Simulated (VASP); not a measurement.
An input for Ansatz (written as the equivalent of a VASP run, and not itself run):

Ansatz 0.2 input:
```yaml
crystal:
  lattice:
    - [0.0000000, 2.8812207, 2.8812207]
    - [2.8812207, 0.0000000, 2.8812207]
    - [2.8812207, 2.8812207, 0.0000000]
  atoms:
    - { symbol: Al, position: [0.0000000, 0.0000000, 0.0000000] }
    - { symbol: As, position: [0.2500000, 0.2500000, 0.2500000] }
kpoints:
  mp_grid: { grid: [9, 9, 9] }
hamiltonian:
  xc: revpbe
  pseudopotentials: { kind: paw }
scf:
  occupations: { method: tetrahedron }
  max_iter: 100
output: { forces: true, stress: true, eigenvalues: true }
```

Task: Write the VASP files for the same calculation (revPBE).

Result: This is not unique; one that fits is 
### POSCAR
```
AlAs
1
    0.0000000000     2.8812206501     2.8812206501
    2.8812206501     0.0000000000     2.8812206501
    2.8812206501     2.8812206501     0.0000000000
Al As
1 1
Direct
  0.0000000000   0.0000000000   0.0000000000
  0.2500000000   0.2500000000   0.2500000000
```

### INCAR
```
SYSTEM  =  AlAs
PREC  =  Accurate; ENCUT  =  520; LREAL  =  .FALSE.
LASPH  =  .TRUE.
EDIFF  =  1E-7; NELM  =  100; ALGO  =  Normal
LMAXMIX  =  4
ISMEAR  =  -5
GGA  =  RE
ISIF  =  2
LWAVE  =  .FALSE.; LCHARG  =  .TRUE.; LORBIT  =  11
NEDOS  =  601
```

KPOINTS:
```
Automatic mesh
0
Gamma
9 9 9
0 0 0
```

POTCAR, in this order: Al As (PBE.64 set). Program: vasp_std.

Limits of the translation: each code has its own PAW files, so the cut-off isn't converted (ENCUT is set for VASP's; basis.ecutwfc is left out, and Ansatz then takes the one that its files recommend); Ansatz stops its SCF on the density residual and VASP on the energy change (EDIFF).

The compound is AlAs in the zinc blende structure. It was relaxed first, which changed the volume by +6 %.
